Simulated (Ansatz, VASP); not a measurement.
# Cross-check of Sb (Antimony) between VASP and Ansatz

One calculation is typed for both programs; each brings its own data sets. How far apart do they land? The cell is taken from a series of runs on this material, whose earlier steps may have relaxed, scaled, displaced or heated it; both programs get it as it stands.

Main program and level: Ansatz 0.2.0; plane waves, with VASP 6.6.1 beside it; zone-centre phonons at PBEsol.

## Step 1: The starting structure

The structure is trigonal, space group R-3m (No. 166). The conventional cell has a = 4.150 Å, b = 4.150 Å, c = 11.616 Å, α = 90.00°, β = 90.00°, γ = 120.00°. Sb has 3 Sb at 2.90 Å nearest.

## Step 2: VASP: zone-centre phonons, PBEsol

Second derivatives magnify differences that forces hide, and they need a tight electronic threshold.

Lines of VASP's logs that name or quote its potential files are left out, and so is its time.

File INCAR:

```
SYSTEM = Sb
PREC = Accurate
ENCUT = 500
EDIFF = 1E-08
NELM = 120
ISMEAR = 1
SIGMA = 0.2
LREAL = .FALSE.
ALGO = Normal
GGA = PS
NBANDS = 11
LORBIT = 11
LWAVE = .FALSE.
LCHARG = .FALSE.
ISIF = 2
IBRION = 8
LASPH = .TRUE.
GGA_COMPAT = .FALSE.
KPAR = 2
```

File POSCAR:

```
Sb
1.0
    2.0750549996      1.1980335626      3.8718714610
   -2.0750549996      1.1980335626      3.8718714610
    0.0000000000     -2.3960671253      3.8718714610
Sb
2
Direct
    0.2369129506      0.2369129506      0.2369129506
    0.7630870494      0.7630870494      0.7630870494
```

File KPOINTS:

```
Automatic mesh
0
Gamma
12 12 12
0 0 0
```

PAW data sets: Sb (PBE family, release 64).

Command:

```bash
mpirun -np 2 vasp_std
```

Numbers of over 12 decimals in the logs are rounded to 6 here.

Output:

```text
[banner, memory and clock lines left out]
running    2 mpi-ranks, on    1 nodes
 distrk:  each k-point on    1 cores,    2 groups
 distr:  one band on    1 cores,    1 groups

 POSCAR found type information on POSCAR Sb
 POSCAR found :  1 types and       2 ions
|                                                                             |
|               ----> ADVICE to this user running VASP <----                  |
|                                                                             |
|     You enforced a specific xc type in the INCAR file but a different       |
|     [... a line on the potential file left out ...]
|     I HOPE YOU KNOW WHAT YOU ARE DOING!                                     |
|                                                                             |

 LDA part: xc-table for (Slater+PW92), standard interpolation
 POSCAR, INCAR and KPOINTS ok, starting setup
 FFT: planning ... GRIDC
 FFT: planning ... GRID_SOFT
 FFT: planning ... GRID
 WAVECAR not read
 entering main loop
       N       E                     dE             d eps       ncg     rms          rms(c)
DAV:   1     0.347647952360E+02    0.34765E+02   -0.35554E+03  4158   0.697E+02
DAV:   2    -0.722584698773E+01   -0.41991E+02   -0.40666E+02  5439   0.114E+02
DAV:   3    -0.906605009989E+01   -0.18402E+01   -0.18092E+01  5086   0.266E+01
DAV:   4    -0.908358287875E+01   -0.17533E-01   -0.17523E-01  4700   0.299E+00
DAV:   5    -0.908377001254E+01   -0.18713E-03   -0.18713E-03  4897   0.357E-01    0.302E+00
DAV:   6    -0.907379161421E+01    0.99784E-02   -0.20374E-03  4716   0.279E-01    0.181E+00
DAV:   7    -0.906769593043E+01    0.60957E-02   -0.52090E-03  4632   0.440E-01    0.506E-02
DAV:   8    -0.906773663081E+01   -0.40700E-04   -0.16868E-04  4650   0.887E-02    0.109E-02
DAV:   9    -0.906774074577E+01   -0.41150E-05   -0.70385E-06  4909   0.186E-02    0.508E-03
DAV:  10    -0.906774014553E+01    0.60024E-06   -0.78293E-07  4689   0.506E-03    0.283E-03
DAV:  11    -0.906774052866E+01   -0.38313E-06   -0.91186E-08  4796   0.175E-03    0.438E-04
DAV:  12    -0.906774053591E+01   -0.72516E-08   -0.12407E-08  3639   0.686E-04
   1 F= -.90677405E+01 E0= -.90675451E+01  d E =-.586176E-03
 Linear response reoptimize wavefunctions to high precision
DAV:   1    -0.906774053901E+01   -0.31011E-08   -0.96875E-10  3135   0.242E-04
DAV:   2    -0.906774053903E+01   -0.17394E-10   -0.88104E-11  2409   0.804E-05
 Linear response DOF=           2
 Linear response progress:
  Degree of freedom:   1/  2
       N       E                     dE             d eps       ncg     rms          rms(c)
RMM:   1    -0.245936489927E-01   -0.24594E-01    0.20671E-02 38652   0.118E+00
RMM:   2    -0.241036063800E-01    0.49004E-03   -0.15719E-03 30085   0.240E-01    0.469E-02
RMM:   3    -0.240865808005E-01    0.17026E-04   -0.34289E-05 31690   0.381E-02    0.278E-02
RMM:   4    -0.241115712911E-01   -0.24990E-04   -0.11129E-05 31958   0.193E-02    0.244E-03
RMM:   5    -0.241217558211E-01   -0.10185E-04   -0.97441E-07 32524   0.353E-03    0.855E-04
RMM:   6    -0.241243139697E-01   -0.25581E-05   -0.17514E-07 32172   0.893E-04    0.285E-04
RMM:   7    -0.241235473243E-01    0.76665E-06    0.42035E-08 33192   0.193E-04    0.587E-05
RMM:   8    -0.241234847772E-01    0.62547E-07   -0.65387E-08 33573   0.475E-05    0.870E-06
RMM:   9    -0.241234741450E-01    0.10632E-07   -0.10332E-08 33715   0.102E-05    0.951E-07
RMM:  10    -0.241234689768E-01    0.51682E-08   -0.88164E-10 29580   0.334E-06    0.583E-07
 first order change of Fermi-energy  -0.10834E-04
 force on displaced ion       1 direction 1 :  -2.996  -0.000   0.000
 Linear response progress:
  Degree of freedom:   2/  2
       N       E                     dE             d eps       ncg     rms          rms(c)
RMM:   1    -0.266954737159E-01   -0.26695E-01    0.22280E-02  8251   0.120E+00
RMM:   2    -0.255885335193E-01    0.11069E-02   -0.15902E-03  6533   0.244E-01    0.551E-02
RMM:   3    -0.255075406658E-01    0.80993E-04   -0.45611E-05  6869   0.439E-02    0.338E-02
RMM:   4    -0.254846994969E-01    0.22841E-04   -0.34757E-05  6675   0.292E-02    0.834E-03
RMM:   5    -0.255045732812E-01   -0.19874E-04   -0.10007E-06  6945   0.586E-03    0.277E-03
RMM:   6    -0.255069457720E-01   -0.23725E-05   -0.41049E-08  6985   0.111E-03    0.870E-04
RMM:   7    -0.255052465342E-01    0.16992E-05    0.80582E-09  7069   0.348E-04    0.204E-04
RMM:   8    -0.255052477033E-01   -0.11690E-08    0.17989E-09  7156   0.626E-05    0.365E-05
 first order change of Fermi-energy  -0.14912E+01
 force on displaced ion       1 direction 3 :   0.000   0.000  -4.139
 Linear response finished
```

Parts of OUTCAR (step 2):

```text
ion  position               nearest neighbor table
   1  0.237  0.237  0.237-   2 2.90   2 2.90   2 2.90   2 3.28   2 3.28   2 3.28
   2  0.763  0.763  0.763-   1 2.90   1 2.90   1 2.90   1 3.28   1 3.28   1 3.28

  LATTYP: Found a trigonal (rhomboedric) cell.
 ALAT       =     4.5532983956
 COS(alpha) =     0.5846282124

 Subroutine GETGRP returns: Found 12 space group operations
 (whereof 12 operations were pure point group operations)

The static configuration has the point symmetry D_3d.

 Found    189 irreducible k-points:

   k-points           NKPTS =    189   k-points in BZ     NKDIM =    189   number of bands    NBANDS=     11

   dimension x,y,z NGX =    36 NGY =   36 NGZ =   36
   dimension x,y,z NGXF=    72 NGYF=   72 NGZF=   72

   ENCUT  =  500.0 eV  36.75 Ry    6.06 a.u.   8.30  8.30  8.30*2*pi/ulx,y,z

   NELECT =      10.0000    total number of electrons

 k-points in reciprocal lattice and weights: Automatic mesh
   0.00000000  0.00000000  0.00000000       0.001
   0.08333333 -0.00000000  0.00000000       0.003
   0.16666667 -0.00000000  0.00000000       0.003
   0.25000000 -0.00000000 -0.00000000       0.003
   0.33333333  0.00000000 -0.00000000       0.003
   0.41666667 -0.00000000  0.00000000       0.003
   0.50000000 -0.00000000 -0.00000000       0.002
   0.08333333  0.08333333  0.00000000       0.003
   0.16666667  0.08333333  0.00000000       0.007
[...]
-0.41666667  0.50000000  0.41666667       0.003
   0.50000000  0.50000000  0.50000000       0.001

 average (electrostatic) potential at core
       1 -85.1541       2 -85.1541

  Total        1.0871899      1.0871899      0.0825643      0.0000000     -0.0000000      0.0000000
  in kB       30.1609647     30.1609648      2.2905109      0.0000000     -0.0000000      0.0000000
  external PRESSURE =      20.8708135 kB  Pullay stress =       0.0000000 kB

  energy-cutoff  :      500.00
  volume of cell :       57.75
      direct lattice vectors                 reciprocal lattice vectors
     2.075055000  1.198033563  3.871871461     0.240957469  0.139116859  0.086091012
    -2.075055000  1.198033563  3.871871461    -0.240957469  0.139116859  0.086091012
     0.000000000 -2.396067125  3.871871461     0.000000000 -0.278233719  0.086091012

 POSITION                                       TOTAL-FORCE (eV/Angst)
 -----------------------------------------------------------------------------------
      0.00000     -0.00000      2.75189         0.000000     -0.000000      0.060896
      0.00000     -0.00000      8.86372         0.000000      0.000000     -0.060896
 -----------------------------------------------------------------------------------
    total drift:                                0.000000     -0.000000      0.000000

 Eigenvectors and eigenvalues of the dynamical matrix
 ----------------------------------------------------

   1 f  =    4.076595 THz    25.614003 2PiTHz  135.980577 cm-1    16.859435 meV
             X         Y         Z           dx          dy          dz
      0.000000 -0.000000  2.751889     0.000000   -0.000000    0.707107
      0.000000 -0.000000  8.863725    -0.000000    0.000000   -0.707107

   2 f  =    3.467948 THz    21.789759 2PiTHz  115.678291 cm-1    14.342274 meV
             X         Y         Z           dx          dy          dz
      0.000000 -0.000000  2.751889     0.000000   -0.707107   -0.000000
      0.000000 -0.000000  8.863725    -0.000000    0.707107    0.000000

   3 f  =    3.467948 THz    21.789759 2PiTHz  115.678291 cm-1    14.342274 meV
             X         Y         Z           dx          dy          dz
      0.000000 -0.000000  2.751889    -0.707107   -0.000000   -0.000000
      0.000000 -0.000000  8.863725     0.707107    0.000000   -0.000000

   4 f  =    0.000000 THz     0.000000 2PiTHz    0.000002 cm-1     0.000000 meV
             X         Y         Z           dx          dy          dz
      0.000000 -0.000000  2.751889     0.000000    0.003352    0.707099
      0.000000 -0.000000  8.863725     0.000000    0.003352    0.707099

   5 f/i=    0.000000 THz     0.000000 2PiTHz    0.000000 cm-1     0.000000 meV
             X         Y         Z           dx          dy          dz
      0.000000 -0.000000  2.751889     0.707107    0.000002   -0.000000
      0.000000 -0.000000  8.863725     0.707107    0.000002   -0.000000

   6 f/i=    0.000000 THz     0.000000 2PiTHz    0.000001 cm-1     0.000000 meV
             X         Y         Z           dx          dy          dz
      0.000000 -0.000000  2.751889     0.000002   -0.707099    0.003352
      0.000000 -0.000000  8.863725     0.000002   -0.707099    0.003352

 ELASTIC MODULI CONTR FROM IONIC RELAXATION (kBar)
 Direction    XX          YY          ZZ          XY          YZ          ZX
 --------------------------------------------------------------------------------
 XX        -324.8436   -162.2710   -258.0674      0.0000    142.8339     -0.0000
 YY        -162.2710   -324.8436   -258.0674     -0.0000   -142.8339      0.0000
 ZZ        -258.0674   -258.0674   -273.4420     -0.0000      0.0000      0.0000
 XY           0.0000     -0.0000     -0.0000    -81.2863     -0.0000    138.0982
 YZ         142.8339   -142.8339      0.0000     -0.0000   -250.9837      0.0000
 ZX          -0.0000      0.0000      0.0000    138.0982      0.0000   -234.6165
 --------------------------------------------------------------------------------
```

Energies printed during the response cycles are not total energies of the cell.

## Step 3: Ansatz: zone-centre phonons, PBEsol

Ansatz runs on its PAW soft_1 files.

The same cell, functional, mesh and smearing now go to Ansatz, which takes its cutoff from its data sets.

File input.yaml:

```yaml
crystal:
  lattice:
    - [2.0750549996, 1.1980335626, 3.871871461]
    - [-2.0750549996, 1.1980335626, 3.871871461]
    - [0.0, -2.3960671253, 3.871871461]
  atoms:
    - { symbol: Sb, position: [0.2369129506, 0.2369129506, 0.2369129506] }
    - { symbol: Sb, position: [0.7630870494, 0.7630870494, 0.7630870494] }
kpoints:
  mp_grid: { grid: [12, 12, 12] }
hamiltonian:
  xc: pbesol
  pseudopotentials: { kind: paw, azcp: { folder: soft_1 }, xc_functional: pbe }
scf:
  occupations: { method: methfessel_paxton, width: 0.2 }
output:
  eigenvalues: true
phonons:
  method: dfpt
```

Command:

```bash
ansatz run input.yaml --threads 4 --pin off --max-ram 10240MiB --backend cpu --events-out ev --progress --plain --runs-dir out
```

Output:

```text
Engine: ansatz 0.2.0, x86_64-unknown-linux-gnu
Pseudopotentials: kind: paw
Pseudopotential: Sb, paw, valence charge 15, recommended cutoff 420 eV (normal), soft_1/Sb.paw.azcp
Functional definition: PBEsol
  exchange = pbesol_x
  correlation = pbesol_c
Crystal: 2 atoms, lattice volume = 57.752 Å³
Basis set: ecut = 420 eV, 1135 PW (Γ), exchange–correlation on 64×64×64 points (8 copies of the dense FFT grid, shifted against one another)
Bands: 19, of which v1, the nominal top of the filled ones, is band 15 counted from 1 (14 counted from 0)
Symmetry: 12 space group operations
k-points: 476 of 1728 (irreducible under 2 space group operations, time reversal used)
Non-local potential: Sb, projectors of the file, l = 0: 2, l = 1: 2, l = 2: 2, l = 3: 1
PAW form: soft (Blöchl's): semilocal exchange-correlation on the pseudo side does not see the compensation charge
PAW frozen core: Sb, regenerated for the run's functional, and the local potential with it (the file was generated under x = pbe(κ = 0.804, μ = 0.219515), c = pbe(β = 0.066725))
PAW one-centre angular grid: Sb, 590 points (default); XC on 64 Gauss nodes
Initial density: superposition of atomic densities (chi_scale 0.1, normalization cell)
Initial wavefunctions: pseudopotential atomic-orbital guess
Functional: x = pbesol(κ = 0.804, μ = 0.123457), c = pbesol(β = 0.046)
SCF iter   1: F=—  HF=-12816.290455 eV  |F-HF|=—  |Δ(HF+E_count)|=         —  Δρ=1.51e-2  dr2=9.99e-2  ethr=3.10e-3  ⟨swp⟩=6.0  Hψ=47238  notcnv=0
preconditioner: auto → Kerker (q_TF=auto, 2.446 Å⁻¹)  [metal: Δε(μ)=0.022 eV  Ē_g=8.817 eV  σ=0.200 eV  W_gap=0.09  n_scr=14 (ndim 8)  ℏωp=15.5 eV  f_vac=0.000  D(μ)=0.61/eV (n_scr^D=0)]
SCF iter   2: F=—  HF=-12816.283333 eV  |F-HF|=—  |Δ(HF+E_count)|=   7.12e-3  S|Δr|=    0.00e0  Δρ=9.79e-3  dr2=4.44e-2  ethr=3.33e-4  ⟨swp⟩=1.0  Hψ=12852  notcnv=0
SCF iter   3: F=—  HF=-12816.278896 eV  |F-HF|=—  |Δ(HF+E_count)|=   4.44e-3  S|Δr|=    0.00e0  Δρ=1.18e-3  dr2=1.17e-3  ethr=1.48e-4  ⟨swp⟩=2.0  Hψ=16176  notcnv=0
SCF iter   4: F=—  HF=-12816.278998 eV  |F-HF|=—  |Δ(HF+E_count)|=   1.02e-4  S|Δr|=    0.00e0  Δρ=6.74e-4  dr2=2.04e-4  ethr=3.91e-6  ⟨swp⟩=2.0  Hψ=16200  notcnv=0
SCF iter   5: F=—  HF=-12816.278851 eV  |F-HF|=—  |Δ(HF+E_count)|=   1.47e-4  S|Δr|=    0.00e0  Δρ=2.37e-4  dr2=5.07e-5  ethr=6.78e-7  ⟨swp⟩=2.0  Hψ=16184  notcnv=0
SCF iter   6: F=—  HF=-12816.278865 eV  |F-HF|=—  |Δ(HF+E_count)|=   1.39e-5  S|Δr|=    0.00e0  Δρ=4.60e-5  dr2=1.98e-6  ethr=1.69e-7  ⟨swp⟩=2.0  Hψ=10715  notcnv=0
SCF iter   7: F=—  HF=-12816.278866 eV  |F-HF|=—  |Δ(HF+E_count)|=   8.80e-7  S|Δr|=    0.00e0  Δρ=7.73e-6  dr2=4.01e-8  ethr=6.59e-9  ⟨swp⟩=3.0  Hψ=16597  notcnv=0
SCF iter   8: F=—  HF=-12816.278866 eV  |F-HF|=—  |Δ(HF+E_count)|=   4.96e-9  S|Δr|=    0.00e0  Δρ=2.09e-6  dr2=5.00e-9  ethr=1.34e-10  ⟨swp⟩=2.6  Hψ=13926  notcnv=0
SCF iter   9: F=—  HF=-12816.278866 eV  |F-HF|=—  |Δ(HF+E_count)|=  2.95e-10  S|Δr|=    0.00e0  Δρ=6.31e-7  dr2=4.77e-10  ethr=1.67e-11  ⟨swp⟩=2.0  Hψ=10972  notcnv=0
SCF iter  10: F=—  HF=-12816.278866 eV  |F-HF|=—  |Δ(HF+E_count)|=  2.55e-11  S|Δr|=    0.00e0  Δρ=2.31e-7  dr2=5.59e-11  ethr=1.59e-12  ⟨swp⟩=2.1  Hψ=11334  notcnv=0
SCF iter  11: F=-12816.278866 eV  HF=-12816.278866 eV  |F-HF|=0.00e0  |Δ(HF+E_count)|=  9.09e-12  S|Δr|=    0.00e0  Δρ=7.52e-8  dr2=4.10e-12  ethr=1.00e-12  ⟨swp⟩=6.0  Hψ=41986  notcnv=0
SCF 1 converged in 11 iterations: F = -12816.278866 eV  dr2 = 4.10e-12
  greatest PAW one-centre occupation: 0.996 electrons in one spin orbital (limit 2), on the Sb atom at site 1 (counted from 0), in its partial waves of l = 2
DFPT response loops at Γ: preconditioner auto → Kerker (q_TF=auto, 2.446 Å⁻¹) (partly filled bands, converged f_vac=0.000); β = 1.00, the filter's whole step (`scf.mixing.beta` (0.50) is not read by the response loops under this deck's `scf.mixing.preconditioner`; to damp them name `kerker` or `kerker_dos`, under which they read `scf.mixing.beta`, and type it under 1.00, their step now; both keys bind the ground state too); Broyden in place of MSR1
SCF converged after 11 iterations
Stability not checked: this state was not tested for a lower state beside it, because cold or Methfessel-Paxton smearing, or corrected tetrahedra, fill the levels in a way that the test cannot read (fill_not_monotonic; see scf.lower_state_search)
Free energy (F): -12816.278866 eV
Harris-Foulkes:  -12816.278866 eV  (|F-HF|=0.00e0)
Internal energy: -12816.278296 eV  (E = F + TS)
E sigma→0 (E₀):  -12816.278723 eV
Entropy (-TS):   -0.000570 eV (-0.285 meV/atom)
Fermi energy:    10.728271 eV
--- Per-component energies (eV) ---
  E_band       = -315.891983
  E_kinetic    = 327.184339
  E_local      = -3088.470260  (includes V_loc(G=0)·N_el)
  E_nonlocal   = 782.792175
  E_hartree    = 1279.614609
  E_xc         = -197.158545
  E_vxc        = -182.536123  (∫ρ·V_xc dr)
  E_paw        = -8935.189779  (= ΣΔE_a)
  E_vpaw       = -714.091608  (= ΣTr[D̂ρ^β])
  E_aug_tail   = 0.000270  (compensation charges beyond the density's cutoff)
  E_ewald      = -2985.714814
  E_core_change = 0.663710  (= ΣΔE_core)
  E_smearing   = -0.000570  (= −TS)
  E_closure    = -0.000000  (closes the sum)
  Σ components = -12816.278866   (vs F -12816.278866, Δ=0.00e0)
--- Band table (eV; the first three rows and the last of 476) ---
  k-point 0: bands = [... 11 lower, 6.0450, 8.0601, 9.3796, 9.3796, 13.2957, 13.6949, 13.6949, 15.7938]
  k-point 1: bands = [... 11 lower, 5.7186, 8.1620, 9.3491, 9.3546, 13.3156, 13.4075, 13.4594, 15.5402]
  k-point 2: bands = [... 11 lower, 4.9229, 8.2958, 9.2764, 9.4098, 12.7271, 12.8912, 12.9960, 15.4472]
  k-point 475: bands = [... 11 lower, 1.2992, 9.9730, 9.9730, 11.1136, 11.1868, 11.1868, 12.2735, 17.7678]
--- Phonons (Γ-DFPT): 2 representative perturbations + reference, on 476 of 1728 k-points (Σ response iterations 6) ---
  k mesh reduced under 2 symmetry operations, with k and −k counted as one. Each operation leaves every solved perturbation unchanged. A smaller set is not used because it would not reduce the number of displacements times k-points to solve
  ASR residual: 3.138e-5 → 0.000e0 eV/Å²; symmetrization residual: 6.555e-5 eV/Å²
  ASR residual per site (eV/Å²): 3.14e-5 3.14e-5
  Γ frequencies (cm⁻¹): 0.00 0.00 0.00 112.66 112.66 131.85
  non-analytic LO–TO correction: not included (Born effective charges unavailable; polar crystals: no LO–TO splitting at Γ)
```

In the SCF lines HF is the Harris–Foulkes energy and dr2 the Hartree energy of the density residual, in eV; the loop may stop once dr2 is under the threshold and the program's other checks hold. Hψ counts applications of the Hamiltonian.

## Step 4: Differences

Known differences besides the potentials themselves: the data sets hold 30 valence electrons in Ansatz (on its PAW soft_1 files) and 10 in VASP; the cutoff is 420 eV in Ansatz and 500 eV in VASP; Ansatz makes its cores anew for this functional, VASP keeps those of its PBE data sets. Total energies have different zeros and are not compared.

The two programs side by side:

```csv
quantity,Ansatz,VASP,difference
optical mode 1 to 2 (cm⁻¹),112.7,115.7,-2.61 %
optical mode 3 (cm⁻¹),131.8,136.0,-3.04 %
```

Modes are paired by rising frequency, not by their patterns, so a pair may set unlike modes beside each other; they are those without the splitting of longitudinal modes.

## Step 5: Outcome

```yaml
r_m_s_difference_of_the_optical_zone_centre_modes_each_program_s_sorted_by_frequency_zone_centre_phonons_pbesol: 3.4 cm⁻¹
difference_in_optical_mode_3_zone_centre_phonons_pbesol: -3.0 %
```

What this shows: The r.m.s. difference of the optical zone-centre modes, each program's sorted by frequency is 3.4 cm⁻¹ (zone-centre phonons, PBEsol). The data sets hold unlike numbers of valence electrons (30 in Ansatz and 10 in VASP), so part of the differences comes from the potentials. Among the rows given in per cent, the largest difference of the zone-centre phonons, PBEsol pair is in optical mode 3, -3.0 %. Such differences can come from data sets, numerical settings and the points named under the comparisons, not from the functional's error against experiment.

[Lines on the potential files, build, host, timing and source positions are cut from VASP's logs without a mark.]

[Logs are printed without paths, hosts, clocks, repeated set-up lines and the standing remarks that a program may print on its own settings, such as how far it seeks lower states.]

[Hosts, paths, dates, database ids (printed as entryN), source tags and the programs' standing remarks are cut or masked in the printed files.]
